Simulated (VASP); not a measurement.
A convergence study with VASP on FeO (space group no. 225 when undisturbed): a few settings are varied, all else stays as given below, so the limit is that of these other settings. One atom is moved off its site, so that forces are finite.

```
FeO
1.0
    4.31701     2.15850     2.15850
    2.15850     4.31701     2.15850
    2.15850     2.15850     4.31701
Fe O
2 2
Cartesian
  0.02886   0.02886   0.02886
  4.31701   4.31701   4.31701
  2.15850   2.15850   2.15850
  6.47551   6.47551   6.47551
```
Starting moments (μB, in the order of the record's atoms Fe Fe O O): 4.0 -4.0 0.0 0.0.

All values below come from PBEsol GGA, VASP's PBE PAW potentials (set 64) (plane waves; VASP). The last row used: 400 eV cut-off, 9×9×9 Γ-centred mesh, Fermi-Dirac smearing of 0.010 eV, potentials Fe O.

```json
[
 {"setting": "EDIFF = 1E-01", "E (eV/atom)": "-7.9009", "pressure (GPa)": "-15.40", "largest force (eV/Å)": "0.472", "moment (μB)": "-0.022", "irreducible k-points": "85"},
 {"setting": "EDIFF = 1E-02", "E (eV/atom)": "-7.9013", "pressure (GPa)": "-17.08", "largest force (eV/Å)": "0.491", "moment (μB)": "-0.005", "irreducible k-points": "85"},
 {"setting": "EDIFF = 1E-03", "E (eV/atom)": "-7.9015", "pressure (GPa)": "-15.89", "largest force (eV/Å)": "0.494", "moment (μB)": "-0.004", "irreducible k-points": "85"},
 {"setting": "EDIFF = 1E-04", "E (eV/atom)": "-7.9015", "pressure (GPa)": "-16.06", "largest force (eV/Å)": "0.484", "moment (μB)": "-0.009", "irreducible k-points": "85"},
 {"setting": "EDIFF = 1E-05", "E (eV/atom)": "-7.9015", "pressure (GPa)": "-16.25", "largest force (eV/Å)": "0.487", "moment (μB)": "-0.004", "irreducible k-points": "85"},
 {"setting": "EDIFF = 1E-06", "E (eV/atom)": "-7.9015", "pressure (GPa)": "-16.26", "largest force (eV/Å)": "0.487", "moment (μB)": "-0.005", "irreducible k-points": "85"},
 {"setting": "EDIFF = 1E-07", "E (eV/atom)": "-7.9015", "pressure (GPa)": "-16.23", "largest force (eV/Å)": "0.487", "moment (μB)": "-0.005", "irreducible k-points": "85"},
 {"setting": "EDIFF = 1E-08", "E (eV/atom)": "-7.9015", "pressure (GPa)": "-16.22", "largest force (eV/Å)": "0.487", "moment (μB)": "-0.005", "irreducible k-points": "85"},
 {"setting": "EDIFF = 1E-10", "E (eV/atom)": "-7.9015", "pressure (GPa)": "-16.22", "largest force (eV/Å)": "0.487", "moment (μB)": "-0.005", "irreducible k-points": "85"},
 {"setting": "EDIFF = 1E-12", "E (eV/atom)": "-7.9015", "pressure (GPa)": "-16.22", "largest force (eV/Å)": "0.487", "moment (μB)": "-0.005", "irreducible k-points": "85"}
]
```

Left out are rungs that failed or repeat a setting and relaxations that didn't move; long series are thinned to 24 rows.

The structure is a typed FeO crystal (space group no. 225). The cell was not relaxed at this level, it is distorted from the ideal structure. The spin order is the one that the start imposed; others were not tried in this run.
